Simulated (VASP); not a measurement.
Data:

```xyz
5
Lattice="4.2041 0.0000 0.0000 0.0000 4.2041 0.0000 0.0000 0.0000 4.2041" Properties=species:S:1:pos:R:3 pbc="T T T"
Ba     0.0000     0.0000     0.0000
Zr     2.1020     2.1020     2.1020
O      2.1020     0.0000     2.1020
O      0.0000     2.1020     2.1020
O      2.1020     2.1020     0.0000
```

Level of theory: r2SCAN+rVV10, VASP's PBE PAW potentials (set 64) (plane waves; VASP). Run with 520 eV cut-off, 6×6×6 Γ-centred mesh, tetrahedra with Blöchl corrections, potentials Ba_sv Zr_sv O.

Unless said otherwise, spin-orbit coupling is left out, though it shifts the bands of the heavy elements here.

Problem. Give the energies of bands 12 to 23 at the high-symmetry points, in eV from the valence-band maximum.

Solution. 
```
band      Γ      X      M      R
----  -----  -----  -----  -----
12    -1.50  -3.72  -3.83  -3.81
13    -1.50  -1.93  -3.75  -3.81
14    -1.50  -1.93  -3.70  -3.52
15    -1.00  -1.78  -2.37  -2.56
16    -1.00  -1.72  -2.37  -2.56
17    -1.00  -1.72  -0.95  -2.56
18    -0.25  -1.68  -0.95   0.00
19    -0.25  -0.50  -0.85   0.00
20    -0.25  -0.50  -0.07   0.00
21     3.67   4.10   6.13   6.56
22     3.67   6.16   6.13   6.56
23     3.67   6.16   6.92   6.56
```

The gap is indirect, 3.67 eV, from the valence maximum at R to the conduction minimum at Γ.

The compound is BaZrO3 in the cubic perovskite structure. It was relaxed first.
